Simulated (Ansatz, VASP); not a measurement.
# Cross-check of Ge (Germanium) between VASP and Ansatz, part 3 of 3

Aim: how closely do two programs agree when they are given the same cell, functional and k mesh? The cell is taken from a series of runs on this material, whose earlier steps may have relaxed, scaled, displaced or heated it; both programs get it as it stands.

VASP 6.6.1 and Ansatz 0.2.0.

So far: Starting point; Ansatz: zone-centre phonons, PBEsol; VASP: zone-centre phonons, PBEsol.

**3. VASP: zone-centre phonons, PBEsol (continued)**

Level of this step: PBEsol; plane waves and PAW (Ge_d) (VASP).

Numbers of over 12 decimals in the logs are rounded to 6 here.

Parts of OUTCAR (step 3):

```text
ion  position               nearest neighbor table
   1  0.500  0.500  0.500-   2 2.42   2 2.42   2 2.42   2 2.42
   2  0.750  0.750  0.750-   1 2.42   1 2.42   1 2.42   1 2.42

  LATTYP: Found a body centered tetragonal cell.
 ALAT       =     3.8526873442
 C/A-ratio  =     1.5177000531

 Subroutine GETGRP returns: Found  4 space group operations
 (whereof  2 operations were pure point group operations)

The static configuration has the point symmetry C_1h.
 The point group associated with its full space group is C_2h.

   k-points           NKPTS =   1728   k-points in BZ     NKDIM =   1728   number of bands    NBANDS=     20

   dimension x,y,z NGX =    30 NGY =   30 NGZ =   28
   dimension x,y,z NGXF=    60 NGYF=   60 NGZF=   56

   ENCUT  =  500.0 eV  36.75 Ry    6.06 a.u.   7.29  7.29  7.02*2*pi/ulx,y,z

   NELECT =      28.0000    total number of electrons

 k-points in reciprocal lattice and weights: Points of the shifted mesh
   0.04166667  0.04166667  0.04166667       0.001
   0.04166667  0.04166667  0.12500000       0.001
   0.04166667  0.04166667  0.20833333       0.001
   0.04166667  0.04166667  0.29166667       0.001
   0.04166667  0.04166667  0.37500000       0.001
   0.04166667  0.04166667  0.45833333       0.001
   0.04166667  0.04166667  0.54166667       0.001
   0.04166667  0.04166667  0.62500000       0.001
   0.04166667  0.04166667  0.70833333       0.001
[...]
0.95833333  0.95833333  0.87500000       0.001
   0.95833333  0.95833333  0.95833333       0.001

 average (electrostatic) potential at core
       1 -73.7861       2 -73.7861

  Total        1.5592692      1.5592692     -0.0429555     -0.0025216     -0.0070679     -0.0070679
  in kB       57.5684377     57.5684377     -1.5859232     -0.0930982     -0.2609466     -0.2609486
  external PRESSURE =      37.8503174 kB  Pullay stress =       0.0000000 kB

  energy-cutoff  :      500.00
  volume of cell :       43.40
      direct lattice vectors                 reciprocal lattice vectors
     0.000000000  2.724261347  2.923611893    -0.183535989  0.183535989  0.171021332
     2.724261347  0.000000000  2.923611893     0.183535989 -0.183535989  0.171021332
     2.724261347  2.724261347  0.000000000     0.183535989  0.183535989 -0.171021332

 POSITION                                       TOTAL-FORCE (eV/Angst)
 -----------------------------------------------------------------------------------
      2.72412      2.72412      2.92357         0.000370      0.000370     -0.000648
      4.08653      4.08653      4.38546        -0.000370     -0.000370      0.000648
 -----------------------------------------------------------------------------------
    total drift:                                0.000000     -0.000000      0.000000

 Eigenvectors and eigenvalues of the dynamical matrix
 ----------------------------------------------------

   1 f  =    9.118772 THz    57.294935 2PiTHz  304.169497 cm-1    37.712194 meV
             X         Y         Z           dx          dy          dz
      2.724124  2.724124  2.923571    -0.248505   -0.248505   -0.613588
      4.086530  4.086530  4.385458     0.248505    0.248505    0.613588

   2 f  =    9.004861 THz    56.579209 2PiTHz  300.369823 cm-1    37.241095 meV
             X         Y         Z           dx          dy          dz
      2.724124  2.724124  2.923571    -0.500000    0.500000   -0.000000
      4.086530  4.086530  4.385458     0.500000   -0.500000    0.000000

   3 f  =    8.910827 THz    55.988380 2PiTHz  297.233207 cm-1    36.852204 meV
             X         Y         Z           dx          dy          dz
      2.724124  2.724124  2.923571    -0.433873   -0.433873    0.351439
      4.086530  4.086530  4.385458     0.433873    0.433873   -0.351439

   4 f  =    0.000000 THz     0.000000 2PiTHz    0.000001 cm-1     0.000000 meV
             X         Y         Z           dx          dy          dz
      2.724124  2.724124  2.923571    -0.004447    0.068478   -0.703769
      4.086530  4.086530  4.385458    -0.004447    0.068478   -0.703769

   5 f/i=    0.000000 THz     0.000000 2PiTHz    0.000002 cm-1     0.000000 meV
             X         Y         Z           dx          dy          dz
      2.724124  2.724124  2.923571     0.636959    0.305975    0.025747
      4.086530  4.086530  4.385458     0.636959    0.305975    0.025747

   6 f/i=    0.000000 THz     0.000001 2PiTHz    0.000004 cm-1     0.000000 meV
             X         Y         Z           dx          dy          dz
      2.724124  2.724124  2.923571    -0.307024    0.633790    0.063609
      4.086530  4.086530  4.385458    -0.307024    0.633790    0.063609

 ELASTIC MODULI CONTR FROM IONIC RELAXATION (kBar)
 Direction    XX          YY          ZZ          XY          YZ          ZX
 --------------------------------------------------------------------------------
 XX          -0.0093     -0.0068      0.1248      1.4337     -0.3293      0.7582
 YY          -0.0068     -0.0093      0.1248      1.5615      0.5225     -0.2200
 ZZ           0.1248      0.1248     -4.9328    -30.2408     24.3476     17.5133
 XY           1.4337      1.5615    -30.2408   -298.1697     20.6526     26.2748
 YZ          -0.3293      0.5225     24.3476     20.6526   -371.0635    -20.9615
 ZX           0.7582     -0.2200     17.5133     26.2748    -20.9615   -359.8885
 --------------------------------------------------------------------------------
```

**4. Side by side**

Known differences besides the potentials themselves: the cutoff is 420 eV in Ansatz and 500 eV in VASP; Ansatz makes its cores anew for this functional, VASP keeps those of its PBE data sets. Total energies have different zeros and are not compared.

The two programs side by side:

| quantity | Ansatz | VASP | difference |
| --- | --- | --- | --- |
| optical mode 1 (cm⁻¹) | 296.4 | 297.2 | -0.30 % |
| optical mode 2 (cm⁻¹) | 299.9 | 300.4 | -0.14 % |
| optical mode 3 (cm⁻¹) | 303.9 | 304.2 | -0.10 % |

Modes are paired by rising frequency, not by their patterns, so a pair may set unlike modes beside each other; they are those without the splitting of longitudinal modes.

**5. Results**

| Item | Value |
| --- | --- |
| r.m.s. difference of the optical zone-centre modes, each program's sorted by frequency (zone-centre phonons, PBEsol) | 0.59 cm⁻¹ |

**Reading.** The r.m.s. difference of the optical zone-centre modes, each program's sorted by frequency is 0.59 cm⁻¹ (zone-centre phonons, PBEsol). How closely two codes agree says nothing of how well the functional describes the real material.

[Lines on the potential files, build, host, timing and source positions are cut from VASP's logs without a mark.]

[Logs are printed without paths, hosts, clocks, repeated set-up lines and the standing remarks that a program may print on its own settings, such as how far it seeks lower states.]

[Hosts, paths, dates, database ids (printed as entryN), source tags and the programs' standing remarks are cut or masked in the printed files.]
